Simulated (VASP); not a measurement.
Here is a VASP 6.6.1 calculation.

File INCAR:

```
PREC = Accurate
ENCUT = 600
EDIFF = 1E-6
ISMEAR = -1
SIGMA = 0.05
LREAL = F
LASPH = T
NELM = 80
ALGO = Normal
ISIF = 3
LWAVE = F
LCHARG = F
GGA = PE
IBRION = 2
NSW = 60
EDIFFG = -0.005
PSTRESS = 300
```

The input KPOINTS:

```
Automatic mesh
0
Gamma
  8 8 8
```

POSCAR

```
Pt2F
1.0
    0.0000000000      2.8524300000      2.8524300000
    2.8524300000      0.0000000000      2.8524300000
    2.8524300000      2.8524300000      0.0000000000
Pt F
2 1
Direct
    0.2500000000      0.2500000000      0.2500000000
    0.7500000000      0.7500000000      0.7500000000
    0.0000000000      0.0000000000      0.0000000000
```

Potentials or basis: VASP PAW PBE potentials, release 64 (Pt, F).

Run with:

```console
$ cat potpaw_PBE.64/Pt/POTCAR potpaw_PBE.64/F/POTCAR > POTCAR
$ mpirun -np 1 vasp_std > vasp.out
```

(1) Estimate the space group after relaxing (to 0.05 Å).

(2) What does it give for the band gap on the k mesh?

(3) Predict the relaxed volume.

(4) What does it give for the relaxed cell?

Results:

(1) Fm-3m (No. 225).

(2) none (metal or under the smearing width).

(3) 13.29 Å³/atom.

(4) a = 3.834 Å, b = 3.834 Å, c = 3.834 Å, α = 60.00°, β = 60.00°, γ = 60.00°.

Caveat: the cell is relaxed towards a set pressure, so the enthalpy falls and the energy may rise; an odd number of electrons without spin polarisation forces a metal; a magnetic or distorted state may lie lower.
